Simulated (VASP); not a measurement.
An input for Ansatz (written as the equivalent of a VASP run, and not itself run):

Ansatz 0.2 input:
```yaml
crystal:
  lattice:
    - [3.0780736, 0.0000000, 0.0000000]
    - [-1.5390368, 2.6656895, 0.0000000]
    - [0.0000000, 0.0000000, 5.0489366]
  atoms:
    - { symbol: Si, position: [0.3333330, 0.6666670, 0.9995364] }
    - { symbol: Si, position: [0.6666670, 0.3333330, 0.4995364] }
    - { symbol: C, position: [0.3333330, 0.6666670, 0.3754636] }
    - { symbol: C, position: [0.6666670, 0.3333330, 0.8754636] }
kpoints:
  mp_grid: { grid: [8, 8, 5] }
hamiltonian:
  xc: pbesol
  pseudopotentials: { kind: paw }
scf:
  occupations: { method: gaussian, width: 0.05 }
  max_iter: 100
relax:
  max_steps: 40
  f_tol: 0.02
  cell: {}
output: { forces: true, stress: true, eigenvalues: true }
```

Question: Write the VASP files for the same calculation (PBEsol).

Answer: This is not unique; one that fits is 
File POSCAR:
```
SiC
1
    3.0780736124     0.0000000000    -0.0000000000
   -1.5390368062     2.6656894968     0.0000000000
    0.0000000000     0.0000000000     5.0489366021
Si C
2 2
Direct
  0.3333330000   0.6666670000   0.9995364237
  0.6666670000   0.3333330000   0.4995364237
  0.3333330000   0.6666670000   0.3754635763
  0.6666670000   0.3333330000   0.8754635763
```

File KPOINTS:
```
Automatic
0
G
  8 8 5
```

INCAR:
```
# general
SYSTEM = SiC
PREC   = Accurate
ENCUT  = 620
LREAL  = .False.   # projection in real space or not
LASPH  = .True.   # aspherical one-centre terms

# electronic loop
EDIFF  = 1E-6   # SCF stop (eV)
NELM   = 100
ALGO   = Normal

# smearing
ISMEAR = 0   # Gaussian
SIGMA  = 0.05   # width (eV)

# functional
GGA    = PS   # PBEsol

# ions
IBRION = 2   # conjugate gradients
NSW    = 40   # most ionic steps
ISIF   = 3
EDIFFG = -0.02   # ionic stop

# output
LWAVE  = .False.
LCHARG = .False.
```

POTCAR, in this order: Si C (PBE.64 set). Program: vasp_std.

The two are equivalent in intent, not identical: each code has its own PAW files, so the cut-off isn't converted (ENCUT is set for VASP's; basis.ecutwfc is left out, and Ansatz then takes the one that its files recommend); Ansatz stops its SCF on the density residual and VASP on the energy change (EDIFF).

The structure was generated: SiC was put into the wurtzite type (P6_3mc), which need not be its known phase. It was relaxed first.
